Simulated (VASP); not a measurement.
A convergence study with VASP on ZrIn (space group P4/mmm): one setting is varied, all else stays as given below, so the limit is that of these other settings. Each run relaxes cell and ions from the cell shown.

```
InZr
1.0
    3.15258     0.00000     0.00000
    0.00000     3.15258     0.00000
    0.00000     0.00000     4.47103
Zr In
1 1
Direct
  0.00000   0.00000   0.00000
  0.50000   0.50000   0.50000
```

All values below come from PBEsol GGA, VASP's PBE PAW potentials (set 64) (plane waves; VASP). The tightest run used: 550 eV cut-off, 16×16×11 Γ-centred mesh, first-order Methfessel-Paxton smearing of 0.10 eV, potentials Zr_sv In_d.

Q: The settings run are 2×2×1 mesh; 3×3×2 mesh; 4×4×3 mesh; 5×5×3 mesh; 6×6×4 mesh; 7×7×5 mesh; 8×8×6 mesh; 9×9×6 mesh; 10×10×7 mesh; 11×11×8 mesh; 12×12×8 mesh; 13×13×9 mesh; 14×14×10 mesh; 15×15×10 mesh; 16×16×11 mesh. From which on does the relaxed volume stay within 0.05 Å³/atom of the tightest run?

A: From 7×7×5 mesh on: it is off by 0.026 there and by no more than 0.05 in any finer run, while 6×6×4 mesh is off by 0.106.
| setting | relaxed volume (Å³/atom) | E (eV/atom) | irreducible k-points | difference judged (Å³/atom) |
|---|---|---|---|---|
| 2×2×1 mesh | 20.450 | -6.6094 | 3 | 0.809 |
| 3×3×2 mesh | 20.825 | -6.4566 | 6 | 0.434 |
| 4×4×3 mesh | 21.355 | -6.3869 | 12 | 0.096 |
| 5×5×3 mesh | 21.287 | -6.3811 | 12 | 0.028 |
| 6×6×4 mesh | 21.365 | -6.4091 | 30 | 0.106 |
| 7×7×5 mesh | 21.284 | -6.4132 | 30 | 0.026 |
| 8×8×6 mesh | 21.250 | -6.4194 | 60 | 0.009 |
| 9×9×6 mesh | 21.258 | -6.4245 | 60 | 0.001 |
| 10×10×7 mesh | 21.250 | -6.4274 | 84 | 0.009 |
| 11×11×8 mesh | 21.250 | -6.4271 | 105 | 0.009 |
| 12×12×8 mesh | 21.262 | -6.4232 | 140 | 0.003 |
| 13×13×9 mesh | 21.266 | -6.4225 | 140 | 0.007 |
| 14×14×10 mesh | 21.271 | -6.4227 | 216 | 0.013 |
| 15×15×10 mesh | 21.273 | -6.4249 | 216 | 0.014 |
| 16×16×11 mesh | 21.259 | -6.4255 | 270 | 0.000 |

Left out are rungs that failed or repeat a setting and relaxations that didn't move; long series are thinned to 24 rows.

The structure comes from a computed database's ZrIn entry (P4/mmm); how it stands against other phases isn't given here. The electron count is odd and the run is not spin-polarised, which forces a metal.
